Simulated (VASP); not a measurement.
The system is Fe.

```
CELL_PARAMETERS angstrom
-1.42955 1.42955 1.42955
1.42955 -1.42955 1.42955
1.42955 1.42955 -1.42955
ATOMIC_POSITIONS crystal
Fe 0.00000 0.00000 0.00000
```

- Program: VASP 6.6.1
- Task: relaxation of cell and atoms
- Functional: PBEsol
- Potentials or basis: VASP PAW PBE potentials, release 64 (Fe)
- Cutoff: 480 eV
- k mesh: 20 × 20 × 20
- Occupations: gaussian, width 0.1 eV
- Spin: collinear spin, ferromagnetic start
- Starting moments: [3.0] μB

At the start: pressure -13.9 GPa; volume 11.69 Å³/atom.

Problem. How do energy, volume and symmetry change on relaxing?

Solution. Over 4 steps the energy falls by 40.8 meV/atom and the volume is 10.81 Å³/atom (-7.5 %); space group Im-3m (No. 229, to 0.05 Å); moment 2.09 μB per cell.

The path:
```
step  energy change (eV)  largest force (eV/Å)  pressure (GPa)  volume (Å³)
   1              0.0000                0.0000          -13.86        11.69
   2              0.0020                0.0000           19.59        10.06
   3             -0.0408                0.0000           -0.45        10.83
   4             -0.0408                0.0000           -0.07        10.81
```

Final structure:
```
Fe
1.0
    -1.39282    1.39282    1.39282
     1.39282   -1.39282    1.39282
     1.39282    1.39282   -1.39282
Fe
1
Direct
  0.00000 0.00000 0.00000
```

Caveat: the PAW data sets were made with another functional, which shifts forces and pressure a little.
